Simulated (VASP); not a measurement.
Write the native input for VASP 6.6.1 that does the following.

| Quantity | Value |
| --- | --- |
| Task | single point |
| Functional | PBE |
| Potentials or basis | VASP PAW PBE potentials, release 64 (Li_sv, Ca_sv, F) |
| Cutoff | 520 eV |
| k mesh | 6 × 6 × 6 |
| Occupations | gaussian, width 0.05 eV |
| Spin | no spin polarisation |
| Dipole correction | no |
| Further INCAR settings | ALGO = Normal; EDIFF = 1e-07; NBANDS = 25 |

The structure of LiCaF3 lies in POSCAR:

```
LiCaF3
1.0
    4.1136725628      0.0000000000      0.0000000000
    0.0000000000      3.4088154372      0.0000000000
    0.0000000000      0.0000000000      3.7612440000
Li Ca F
1 1 3
Direct
    0.5000000000      0.5000000000      0.5000000000
    0.0000000000      0.0000000000      0.0000000000
    0.0000000000      0.5000000000      0.5000000000
    0.5000000000      0.5000000000      0.0000000000
    0.5000000000      0.0000000000      0.5000000000
```

The cell comes from a database or a generator and needn't be the stable form of this composition.

The cell isn't the ideal one: strain +0.0937 x Voigt [1, -1, 0, 0, 0, 0], atoms carried along.

These files were run (other wordings do the same):

INCAR

```
PREC = Accurate
ENCUT = 520
EDIFF = 1E-7
ISMEAR = 0
SIGMA = 0.05
LREAL = F
LASPH = T
NELM = 80
ALGO = Normal
ISIF = 2
LWAVE = F
LCHARG = F
GGA = PE
NBANDS = 25
```

KPOINTS

```
regular mesh
0
Gamma
  6 6 6
```

Potentials or basis: VASP PAW PBE potentials, release 64 (Li_sv, Ca_sv, F).

The run is started by

```console
$ cat potpaw_PBE.64/Li_sv/POTCAR potpaw_PBE.64/Ca_sv/POTCAR potpaw_PBE.64/F/POTCAR > POTCAR
$ mpirun -np 1 vasp_std > vasp.out
```

Results of the run:

| Quantity | Value |
| --- | --- |
| Band gap on the k mesh | 4.93 eV, indirect (least direct gap 5.20 eV) |

Wall time 110 s on 1 thread of Intel(R) Xeon(R) Platinum 8259CL CPU @ 2.50GHz (Skylake/Cascade Lake) (shared host), peak memory 0.22 GiB.
